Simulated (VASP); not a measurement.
## GdN: single point with PBE+U

GdN:

```
Gd N
1.0
     2.56000    2.56000    5.12000
     5.12000    2.56000    2.56000
     2.56000    5.12000    2.56000
Gd N
2 2
Direct
  0.00000 0.00000 0.00000
  0.50000 0.50000 0.50000
  0.25000 0.25000 0.25000
  0.75000 0.75000 0.75000
```

The cell comes from a database or a generator and needn't be the stable form of this composition.

```json
{"Program": "VASP 6.6.1", "Task": "single point", "Functional": "PBE", "Potentials or basis": "VASP PAW PBE potentials, release 64 (Gd, N)", "Cutoff": "520 eV", "k mesh": "7 × 7 × 7", "Occupations": "fermi-dirac, width 0.05 eV", "Spin": "collinear spin, ferromagnetic start", "Starting moments": "[7.0, 7.0, 0.0, 0.0] μB", "Hubbard terms": "Gd f U = 6 eV", "Further INCAR settings": "ALGO = Normal; EDIFF = 1e-06"}
```

The pressure is -8.7 GPa, the band gap on the k mesh is none (metal or under the smearing width) and the net moment is 14.00 μB per cell. The site moments are Gd +6.87; N -0.11 μB and the valence electrons inside the program's atomic spheres are Gd 15.15; N 3.60.

Levels at points of the mesh, in eV from the Fermi level:
Spin up:
```tsv
k point	band 26	band 27	band 28	band 29	band 30	band 31	band 32	band 33	band 34
(0.00, 0.00, 0.00)	-2.16	-2.16	0.17	0.17	0.17	2.53	2.53	2.53	2.75
```
Spin down:
```csv
k point,band 13,band 14,band 15,band 16,band 17,band 18,band 19,band 20
"(0.00, 0.00, 0.00)",-2.08,-0.33,-0.33,-0.33,3.22,3.33,3.33,3.33
```

Eigenvalues of the final occupation matrices:
| site | spin | trace | eigenvalues |
| --- | --- | --- | --- |
| site 1 f | 1 | 6.94 | 0.99 0.99 0.99 0.99 0.99 0.99 0.99 |
| site 1 f | 2 | 0.04 | 0.00 0.00 0.00 0.00 0.01 0.01 0.01 |
| site 2 f | 1 | 6.94 | 0.99 0.99 0.99 0.99 0.99 0.99 0.99 |
| site 2 f | 2 | 0.04 | 0.00 0.00 0.00 0.00 0.01 0.01 0.01 |

Wall time 9.9 min on 1 thread of Intel(R) Xeon(R) 6975P-C (Granite Rapids), with other jobs on the host, peak memory 0.53 GiB.

Caveat: spin-orbit coupling is left out, which moves the levels of the heavy elements. The state reached can hang on the start; a lower one may exist.
